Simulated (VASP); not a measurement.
# NaCu2Au2 in VASP: notebook

The runs below take NaCu2Au2 through single point, with LDA.

Program: VASP 6.6.1. These are calculated values, not measurements. Logs are shortened: lines on timing, memory, paths and dates and some standing lists are left out, and cuts for length are marked.

**1. Starting point**

The cell holds a slab with vacuum, 5 atoms: a = 4.571 Å, b = 4.571 Å, c = 22.679 Å, α = 90.00°, β = 90.00°, γ = 36.81°.

**2. Single point, LDA**

INCAR

```
ALGO = Fast ; DIPOL = 0.5 0.5 0.476
EDIFF = 1E-7 ; ENCUT = 520
IDIPOL = 3 ; ISIF = 2
ISMEAR = -1 ; LASPH = T
LCHARG = F ; LDIPOL = T
LREAL = F ; LWAVE = F
NBANDS = 34 ; NELM = 100
PREC = Accurate ; SIGMA = 0.15
```

KPOINTS

```
k-points
0
Gamma
  6 6 1
```

POSCAR

```
NaCu2Au2
1.0
    4.5707266756      0.0000000000      0.0000000000
    3.6595310599      2.7384989246      0.0000000000
    0.0000000000      0.0000000000     22.6793414091
Cu Au Na
2 2 1
Direct
    0.7223217553      0.7223217785      0.4200495493
    0.1669652658      0.1669653356      0.5282049947
    0.0000000000      0.0000000000      0.3659718265
    0.4446435105      0.4446435571      0.4741272720
    0.8885092389     -0.0940815490      0.5897526704
```

Potentials or basis: VASP PAW LDA potentials, release 64 (Cu, Au, Na_pv).

Command:

```bash
$ cat potpaw_LDA.64/Cu/POTCAR potpaw_LDA.64/Au/POTCAR potpaw_LDA.64/Na_pv/POTCAR > POTCAR
$ mpirun -np 1 vasp_std > vasp.out
```

OUTCAR:

```text
EDIFF = 1E-7
   ENCUT = 520
   ISIF = 2
   ISMEAR = -1
   LASPH = T
   LREAL = F
   NELM = 100
   PREC = Accurate

 ion  position               nearest neighbor table
   1  0.722  0.722  0.420-   4 2.70   3 2.70   4 2.70   4 2.70   3 2.70   3 2.70
   2  0.167  0.167  0.528-   4 2.70   4 2.70   4 2.70   5 2.72
   3  0.000  0.000  0.366-   1 2.70   1 2.70   1 2.70   4 2.89   4 2.89
   4  0.445  0.445  0.474-   1 2.70   2 2.70   1 2.70   2 2.70   2 2.70   1 2.70   3 2.89   3 2.89
                             5 3.01   5 3.03
   5  0.889  0.906  0.590-   2 2.72   4 3.01   4 3.03

  LATTYP: Found a base centered orthorhombic cell.
 ALAT       =     2.8861139635
 B/A-ratio  =     3.0053902290
 C/A-ratio  =     7.8580893534

  Lattice vectors:

 A1 = (  -3.6595310599,  -2.7384989246,   0.0000000000)
 A2 = (   4.5707266756,   0.0000000000,   0.0000000000)
 A3 = (   0.0000000000,   0.0000000000,  22.6793414091)

Analysis of symmetry for initial positions (statically):
=====================================================================
 Subroutine PRICEL returns:
 Original cell was already a primitive cell.

 Routine SETGRP: Setting up the symmetry group for a
 base centered orthorhombic supercell.

 Subroutine GETGRP returns: Found  1 space group operations
 (whereof  1 operations were pure point group operations)
 out of a pool of  8 trial point group operations.

The static configuration has the point symmetry C_1 .

Analysis of symmetry for dynamics (positions and initial velocities):
=====================================================================
 Subroutine PRICEL returns:
 Original cell was already a primitive cell.

 Routine SETGRP: Setting up the symmetry group for a
 base centered orthorhombic supercell.

 Subroutine GETGRP returns: Found  1 space group operations
 (whereof  1 operations were pure point group operations)
 out of a pool of  8 trial point group operations.

The dynamic configuration has the point symmetry C_1 .

 Subroutine INISYM returns: Found  1 space group operations
 (whereof  1 operations are pure point group operations),
 and found     1 'primitive' translations

----------------------------------------------------------------------------------------

                                     Primitive cell

  volume of cell :     283.8757

  direct lattice vectors                    reciprocal lattice vectors
     4.570726676  0.000000000  0.000000000     0.218783592 -0.292366502  0.000000000
     3.659531060  2.738498925  0.000000000     0.000000000  0.365163554  0.000000000
     0.000000000  0.000000000 22.679341409     0.000000000  0.000000000  0.044092991

  length of vectors
     4.570726676  4.570726850 22.679341409     0.365163568  0.365163554  0.044092991

  position of ions in fractional coordinates (direct lattice)
     0.722321755  0.722321779  0.420049549
     0.166965266  0.166965336  0.528204995
     0.000000000  0.000000000  0.365971827
     0.444643511  0.444643557  0.474127272
     0.888509239  0.905918451  0.589752670

  ion indices of the primitive-cell ions
   primitive index   ion index
                 1           1
                 2           2
                 3           3
                 4           4
                 5           5

----------------------------------------------------------------------------------------

 KPOINTS: k-points

Automatic generation of k-mesh.
 Grid dimensions read from file:
 generate k-points for:    6    6    1

 Generating k-lattice:

  Cartesian coordinates                     Fractional coordinates (reciprocal lattice)
     0.036463932 -0.048727750  0.000000000     0.166666667  0.000000000  0.000000000
     0.000000000  0.060860592  0.000000000     0.000000000  0.166666667  0.000000000
     0.000000000  0.000000000  0.044092991     0.000000000  0.000000000  1.000000000

  Length of vectors
     0.060860595  0.060860592  0.044092991

  Shift w.r.t. Gamma in fractional coordinates (k-lattice)
     0.000000000  0.000000000  0.000000000

 Subroutine IBZKPT returns following result:
 ===========================================

 Found     20 irreducible k-points:

 Following reciprocal coordinates:
            Coordinates               Weight
  0.000000  0.000000  0.000000      1.000000
  0.166667 -0.000000  0.000000      2.000000
  0.000000 -0.166667  0.000000      2.000000
  0.333333 -0.000000  0.000000      2.000000
  0.000000 -0.333333  0.000000      2.000000
  0.500000 -0.000000  0.000000      1.000000
[... 12 lines left out ...]
 -0.333333  0.333333  0.000000      2.000000
  0.500000  0.500000  0.000000      1.000000
   k-points           NKPTS =     20   k-points in BZ     NKDIM =     20   number of bands    NBANDS=     34
   number of dos      NEDOS =    301   number of ions     NIONS =      5
   total plane-waves  NPLWV = 233280
   dimension x,y,z NGX =    36 NGY =   36 NGZ =  180
   dimension x,y,z NGXF=    72 NGYF=   72 NGZF=  360
   ions per type =               2   2   1
   NGX,Y,Z   is equivalent  to a cutoff of  13.09, 13.09, 13.19 a.u.
   NGXF,Y,Z  is equivalent  to a cutoff of  26.19, 26.19, 26.39 a.u.
 SYSTEM =  unknown system
   PREC   = accura    normal or accurate (medium, high low for compatibility)
   ISTART =      0    job   : 0-new  1-cont  2-samecut
   ICHARG =      2    charge: 1-file 2-atom 10-const
   ISPIN  =      1    spin polarized calculation?
   LNONCOLLINEAR =      F non collinear calculations
   LSORBIT =      F    spin-orbit coupling
   LASPH  =      T    aspherical Exc in radial PAW
   ENCUT  =  520.0 eV  38.22 Ry    6.18 a.u.   8.50  8.50 42.17*2*pi/ulx,y,z
   NELM   =    100;   NELMIN=  2; NELMDL= -5     # of ELM steps
   EDIFF  = 0.1E-06   stopping-criterion for ELM
   LREAL  =      F    real-space projection
   EDIFFG = 0.1E-05   stopping-criterion for IOM
   NSW    =      0    number of steps for IOM
   IBRION =     -1    ionic relax: 0-MD 1-quasi-New 2-CG
   NFREE  =      0    steps in history (QN), initial steepest desc. (CG)
   ISIF   =      2    stress and relaxation
   ISYM   =      2    0-nonsym 1-usesym 2-fastsym
   POTIM  = 0.5000    time-step for ionic-motion
   TEBEG  =    0.0;   TEEND  =   0.0 temperature during run
   PSTRESS=    0.0 pullay stress
   NELECT =      51.0000    total number of electrons
   NUPDOWN=      -1.0000    fix difference up-down
   EMIN   =  10.00;   EMAX   =-10.00  energy-range for DOS
   EFERMI =   0.00;   METHOD = LEGACY
   ISMEAR =    -1;   SIGMA  =   0.15  broadening in eV -4-tet -1-fermi 0-gaus
   EFERMI_NEDOS =   21; number of points for ismear=-14 and -15
   IALGO  =     68    algorithm
   IMIX   =      4    mixing-type and parameters
     AMIX     =   0.40;   BMIX     =  1.00
     AMIX_MAG =   1.60;   BMIX_MAG =  1.00
  volume/ion in A,a.u.               =      56.78       383.14
  Fermi-wavevector in a.u.,A,eV,Ry     =   0.923752  1.745638 11.610097  0.853318
  Thomas-Fermi vector in A             =   2.049423
   LORBIT       =      0    0 simple, 1 ext, 2 COOP (PROOUT), +10 PAW based schemes
   GGA     = CA    functional components
   LHFCALC =     F    Hartree Fock is set to
   AEXX    =    0.0000 exact exchange contribution
   IVDW    =     0    specifies the selected vdW correction
   LEPSILON=     F    determine dielectric tensor
   LRPA    =     F    only Hartree local field effects (RPA)
 non-spin polarized calculation
 RMM-DIIS sequential band-by-band and
  energy-cutoff  :      520.00
  volume of cell :      283.88
 maximum number of plane-waves:      7733
 NGX is ok and might be reduce to    36
   NGX = 17   NGY = 17   NGZ = 85

 dipolmoment           0.000000      0.000000      0.046419 electrons x Angstroem

 number of electron      50.9999990 magnetization

 dipolmoment           0.000000      0.000000     -0.176870 electrons x Angstroem

 Free energy of the ion-electron system (eV)
  ---------------------------------------------------
  ext. energy  EPLUGINS =         0.00000000
  ---------------------------------------------------
  free energy    TOTEN  =       -17.65080858 eV

  energy without entropy =      -17.51243193  energy(sigma->0) =      -17.58162026

 E-fermi :  -1.1410     XC(G=0):  -4.2618

 val. band max:       -1.3921065101   @ k =   0.3333   0.1667   0.0000
 cond. band min:      -1.1134763487   @ k =   0.1667   0.1667   0.0000
 fundamental gap:      0.2786301614
 Fermi energy:        -1.1409602296

 k-point     1 :       0.0000    0.0000    0.0000
  band No.  band energies     occupation
      1     -25.7212      2.00000
      2     -25.6925      2.00000
      3     -25.6567      2.00000
      4      -9.2020      2.00000
      5      -7.1914      2.00000
      6      -6.8082      2.00000
[... 26 lines left out ...]
     33       4.1253      0.00000
     34       4.5148      0.00000

 k-point     2 :       0.1667   -0.0000    0.0000
  band No.  band energies     occupation
      1     -25.7146      2.00000
      2     -25.7108      2.00000
      3     -25.6861      2.00000
      4      -8.5656      2.00000
      5      -6.6017      2.00000
      6      -6.4493      2.00000
[... 26 lines left out ...]
     33       4.5326      0.00000
     34       5.1494      0.00000

 k-point     3 :       0.0000   -0.1667    0.0000
  band No.  band energies     occupation
      1     -25.7146      2.00000
      2     -25.7108      2.00000
      3     -25.6861      2.00000
      4      -8.5657      2.00000
      5      -6.6016      2.00000
      6      -6.4492      2.00000
[... 26 lines left out ...]
     33       4.5338      0.00000
     34       5.1532      0.00000

 k-point     4 :       0.3333   -0.0000    0.0000
  band No.  band energies     occupation
      1     -25.8188      2.00000
      2     -25.7000      2.00000
      3     -25.6735      2.00000
      4      -7.2606      2.00000
      5      -6.5426      2.00000
      6      -6.2924      2.00000
[... 26 lines left out ...]
     33       4.8999      0.00000
     34       5.6524      0.00000

 k-point     5 :       0.0000   -0.3333    0.0000
  band No.  band energies     occupation
      1     -25.8188      2.00000
      2     -25.7000      2.00000
      3     -25.6735      2.00000
      4      -7.2607      2.00000
      5      -6.5421      2.00000
      6      -6.2926      2.00000
[... 473 lines left out ...]
 k-point    18 :      -0.3333    0.5000    0.0000
  band No.  band energies     occupation
      1     -25.7141      2.00000
      2     -25.7108      2.00000
      3     -25.6895      2.00000
      4      -7.5095      2.00000
      5      -6.8392      2.00000
      6      -6.4112      2.00000
[... 26 lines left out ...]
     33       4.5606      0.00000
     34       5.3813      0.00000

 k-point    19 :      -0.3333    0.3333    0.0000
  band No.  band energies     occupation
      1     -25.8188      2.00000
      2     -25.6998      2.00000
      3     -25.6752      2.00000
      4      -6.8080      2.00000
      5      -6.5573      2.00000
      6      -6.3377      2.00000
[... 26 lines left out ...]
     33       4.8750      0.00000
     34       5.9585      0.00000

 k-point    20 :       0.5000    0.5000    0.0000
  band No.  band energies     occupation
      1     -25.7206      2.00000
      2     -25.6970      2.00000
      3     -25.6568      2.00000
      4      -8.0169      2.00000
      5      -7.2793      2.00000
      6      -6.7618      2.00000
[... 26 lines left out ...]
     33       3.9241      0.00000
     34       5.4104      0.00000

------------------------ aborting loop because EDIFF is reached ----------------------------------------

 vacuum level on the upper side and lower side of the slab       (xc-potential included)        -1.385         1.114

  FORCE on cell =-STRESS in cart. coord.  units (eV):
  Direction    XX          YY          ZZ          XY          YZ          ZX
  --------------------------------------------------------------------------------------
  -------------------------------------------------------------------------------------
  Total       -5.7161933     -6.4177983     -3.3448173      0.2235679     -0.1487293     -0.3444593
  in kB      -32.2618465    -36.2216626    -18.8779450      1.2618035     -0.8394190     -1.9441073
  external PRESSURE =     -29.1204847 kB  Pullay stress =       0.0000000 kB

 VOLUME and BASIS-vectors are now :
 -----------------------------------------------------------------------------
  energy-cutoff  :      520.00
  volume of cell :      283.88
      direct lattice vectors                 reciprocal lattice vectors
     4.570726676  0.000000000  0.000000000     0.218783592 -0.292366502  0.000000000
     3.659531060  2.738498925  0.000000000     0.000000000  0.365163554  0.000000000
     0.000000000  0.000000000 22.679341409     0.000000000  0.000000000  0.044092991

 POSITION                                       TOTAL-FORCE (eV/Angst)
 -----------------------------------------------------------------------------------
      5.94489      1.97808      9.52645        -0.070969     -0.023547      0.226495
      1.37417      0.45723     11.97934         0.031391      0.016991     -1.141940
      0.00000      0.00000      8.30000         0.193917      0.064883      0.678160
      3.65953      1.21766     10.75289        -0.156295     -0.043299      0.225200
      7.37637      2.48086     13.37520         0.001956     -0.015029      0.012085
 -----------------------------------------------------------------------------------
    total drift:                                0.000163      0.000085      0.002856

  FREE ENERGIE OF THE ION-ELECTRON SYSTEM (eV)
  ---------------------------------------------------
  free  energy   TOTEN  =       -17.6508085846 eV

  energy  without entropy=      -17.5124319319  energy(sigma->0) =      -17.58162026

 vacuum level on the upper side and lower side of the slab         1.609         4.165
```

Wall time 6.6 min (1 thread of Intel Xeon 6975P-C (Granite Rapids), shared host); peak memory 0.49 GiB.

What came out:

```yaml
Free_energy: -17.6508 eV
Largest_force: 1.142 eV/Å
Band_gap_on_the_k_mesh: none (metal or under the smearing width)
```

Forces in eV/Å, atoms in the order of the input:
```
Cu  -0.071 -0.024  0.226
Cu   0.031  0.017 -1.142
Au   0.194  0.065  0.678
Au  -0.156 -0.043  0.225
Na   0.002 -0.015  0.012
```

Levels at points of the mesh, in eV from the Fermi level:
| k point | band 22 | band 23 | band 24 | band 25 | band 26 | band 27 | band 28 | band 29 |
| --- | --- | --- | --- | --- | --- | --- | --- | --- |
| (0.00, 0.00, 0.00) | -1.96 | -1.86 | -1.72 | -1.49 | -1.02 | 0.77 | 1.52 | 2.51 |
| (0.50, 0.00, 0.00) | -1.58 | -1.46 | -0.31 | 0.22 | 1.07 | 2.13 | 2.68 | 3.60 |
| (0.00, 0.50, 0.00) | -1.58 | -1.46 | -0.31 | 0.22 | 1.07 | 2.14 | 2.68 | 3.60 |
| (0.50, 0.50, 0.00) | -1.87 | -1.82 | -1.76 | -1.41 | -1.28 | -0.70 | 0.43 | 1.10 |

Caveat: the k mesh is coarse (spacing up to 0.38 Å⁻¹), so the values aren't converged. The run has no spin-orbit coupling, so splittings on Au are missing.

**3. Single point, LDA**

INCAR

```
  ALGO = Fast
  DIPOL = 0.5 0.5 0.477
  EDIFF = 1E-7
  ENCUT = 520
  GGA = CA
  IDIPOL = 3
  ISIF = 2
  ISMEAR = -1
  LASPH = True
  LCHARG = False
  LDIPOL = True
  LREAL = False
  LWAVE = False
  NBANDS = 34
  NELM = 100
  PREC = Accurate
  SIGMA = 0.15
```

KPOINTS is that of step 2.

POSCAR

```
NaCu2Au2
1.0
    4.5707267629     -0.0000001167      0.0000000000
    3.6595310599      2.7384987789      0.0000000000
    0.0000000000      0.0000000000     22.6793414091
Cu Au Na
2 2 1
Direct
    0.7223217669      0.7223217669      0.4200495493
    0.1669653007      0.1669653007      0.5282049947
    0.0000000000      0.0000000000      0.3659718265
    0.4446435338      0.4446435338      0.4741272720
    0.4373603496      0.4373603496      0.5983337809
```

Potentials or basis: VASP PAW LDA potentials, release 64 (Cu, Au, Na_pv).

Command:

```bash
$ cat potpaw_LDA.64/Cu/POTCAR potpaw_LDA.64/Au/POTCAR potpaw_LDA.64/Na_pv/POTCAR > POTCAR
$ mpirun -np 1 vasp_std > vasp.out
```

Run time: 4.5 min. Hardware: 1 thread of Intel Xeon 6975P-C (Granite Rapids), shared host; peak memory 0.45 GiB.

The run converged. Its results:

```yaml
Free_energy: -17.5410 eV
Largest_force: 1.002 eV/Å
Band_gap_on_the_k_mesh: none (metal or under the smearing width)
```

Forces in eV/Å, atoms in the order of the input:
```
Cu  -0.064 -0.021  0.236
Cu   0.051  0.017 -1.001
Au   0.192  0.064  0.673
Au  -0.168 -0.056  0.079
Na  -0.011 -0.004  0.012
```

Levels at points of the mesh, in eV from the Fermi level:
```tsv
k point	band 22	band 23	band 24	band 25	band 26	band 27	band 28	band 29	band 30	band 31
(0.00, 0.00, 0.00)	-1.95	-1.83	-1.71	-1.49	-1.11	0.59	1.57	2.41	3.29	4.05
(0.50, 0.00, 0.00)	-1.57	-1.46	-0.30	0.27	1.24	2.13	2.55	3.45	4.14	4.76
(0.50, 0.50, 0.00)	-1.83	-1.83	-1.75	-1.40	-1.28	-0.68	0.36	0.97	2.02	3.18
```

Caveat: the k mesh is coarse (spacing up to 0.38 Å⁻¹), so the values aren't converged. The run has no spin-orbit coupling, so splittings on Au are missing.
